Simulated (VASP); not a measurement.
VASP ran on this input.

### INCAR
```
ALGO = Normal
EDIFF = 1E-6
EDIFFG = -0.01
ENCUT = 400
IBRION = 2
ISIF = 3
ISMEAR = 0
LASPH = .True.
LCHARG = .False.
LMAXMIX = 4
LREAL = .False.
LWAVE = .False.
NELM = 100
NSW = 60
PREC = Accurate
SIGMA = 0.05
SYSTEM = NaI
```

KPOINTS:
```
kpoints
0
gamma
  7 7 7
```

POSCAR:
```
NaI
1
    0.0000000000     3.2186550000     3.2186550000
    3.2186550000     0.0000000000     3.2186550000
    3.2186550000     3.2186550000     0.0000000000
Na I
1 1
Direct
  0.0000000000   0.0000000000   0.0000000000
  0.5000000000   0.5000000000   0.5000000000
```

POTCAR, in this order: Na_pv I (LDA.64 set). Program: vasp_std.

Q: Translate this LDA calculation to Ansatz.

A: One equivalent input (not run):
Ansatz 0.2 input:
```yaml
crystal:
  lattice:
    - [0.0000000, 3.2186550, 3.2186550]
    - [3.2186550, 0.0000000, 3.2186550]
    - [3.2186550, 3.2186550, 0.0000000]
  atoms:
    - { symbol: Na, position: [0.0000000, 0.0000000, 0.0000000] }
    - { symbol: I, position: [0.5000000, 0.5000000, 0.5000000] }
kpoints:
  mp_grid: { grid: [7, 7, 7] }
hamiltonian:
  xc: lda
  pseudopotentials: { kind: paw }
scf:
  occupations: { method: gaussian, width: 0.05 }
  max_iter: 100
relax:
  max_steps: 60
  f_tol: 0.01
  cell: {}
output: { forces: true, stress: true, eigenvalues: true }
```
Limits of the translation: each code has its own PAW files, so the cut-off isn't converted (ENCUT is set for VASP's; basis.ecutwfc is left out, and Ansatz then takes the one that its files recommend); Ansatz stops its SCF on the density residual and VASP on the energy change (EDIFF); Ansatz's lda is the Perdew-Wang form, while the LDA potentials of VASP carry Perdew-Zunger's.

The structure comes from a computed database's NaI entry (Fm-3m); how it stands against other phases isn't given here. This run relaxes it. Symmetry was kept, so distortions that lower it aren't found.
